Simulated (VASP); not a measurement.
Consider the following.

```
InSb
1.0
    0.00000     3.25929     3.25929
    3.25929     0.00000     3.25929
    3.25929     3.25929     0.00000
Sb In
1 1
Direct
  0.25000   0.25000   0.25000
  0.00000   0.00000   0.00000
```

Method: PBEsol GGA, VASP's PBE PAW potentials (set 64) (plane waves; VASP). Run with 400 eV cut-off, 11×11×11 Γ-centred mesh, tetrahedra with Blöchl corrections, potentials Sb In_d.

Unless said otherwise, spin-orbit coupling is left out, though it shifts the bands of the heavy elements here.

Question: Predict the energy per atom (σ→0), band gap (on the k-mesh) with the smallest direct gap where there is one.

Answer: 
| Property | Result |
|---|---|
| band gap (on the k-mesh) | none (metal, semimetal or under 0.01 eV) |
| energy per atom (σ→0) | -3.850 eV/atom |

The absolute energy has meaning only against runs of the same code, potentials and settings.

The structure comes from a measured InSb entry (F-43m) of the Crystallography Open Database, whose conditions weren't checked. It was relaxed first.
